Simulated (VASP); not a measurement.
Be$_{2}$C (antifluorite), at 0.96 of the tabulated volume:

```
CELL_PARAMETERS angstrom
      0.00000     2.14067     2.14067
      2.14067     0.00000     2.14067
      2.14067     2.14067     0.00000
ATOMIC_POSITIONS crystal
  Be 0.25000 0.25000 0.25000
  Be 0.75000 0.75000 0.75000
  C  0.00000 0.00000 0.00000
```

The lowest empty band near X, direction along the valley's axis, from mBJ (TB09) with spin-orbit coupling in VASP (PAW); its two spin partners are averaged. The gap over the points computed is 1.83 eV, and the next band on that side lies 4.57 eV away at the edge.

Numerical set-up: 520 eV cut-off, 10×10×10 Γ-centred mesh, Gaussian smearing of 0.050 eV, potentials Be C.

| distance from the edge in k (1/Å) | distance in energy (meV) |
|---|---|
| 0.025 | 3.5 |
| 0.035 | 6.9 |
| 0.050 | 14.2 |
| 0.070 | 27.8 |

Task: Fit E(1 + αE) = ħ²k²/2m* (ħ²/2m0 = 3.810 eV Å²) and predict the row at 0.095 1/Å.

Result: The rows don't resolve α, so a parabola serves: the electron mass is m* = 0.672 m0, and so 51.2 meV. The run gave 51.3 meV, +0.1 meV from the fit.

Left out are points under 3 meV from the edge, since the levels carry 0.1 meV, and points farther than half the way to the next band.

The compound is Be2C in the antifluorite structure. The cell was not relaxed at this level.
